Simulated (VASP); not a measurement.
Given:

```
CELL_PARAMETERS angstrom
      0.00000     2.00533     2.00533
      2.00533     0.00000     2.00533
      2.00533     2.00533     0.00000
ATOMIC_POSITIONS crystal
  Au 0.00000 0.00000 0.00000
```

Level of theory: LDA (Ceperley-Alder, Perdew-Zunger), VASP's LDA PAW potentials (set 64) (plane waves; VASP). Settings: 520 eV cut-off, 15×15×15 Γ-centred mesh, first-order Methfessel-Paxton smearing of 0.10 eV, potentials Au.

Task: Give the stress tensor in GPa (positive for a compressed cell).

Result: 
```
6.08  0.00  0.00
0.00  6.08  0.00
0.00  0.00  6.08
```
The pressure is its mean diagonal, 6.08 GPa.

The compound is Au in the fcc structure. This cell is one point of a volume scan, at 0.97 of the reference volume.
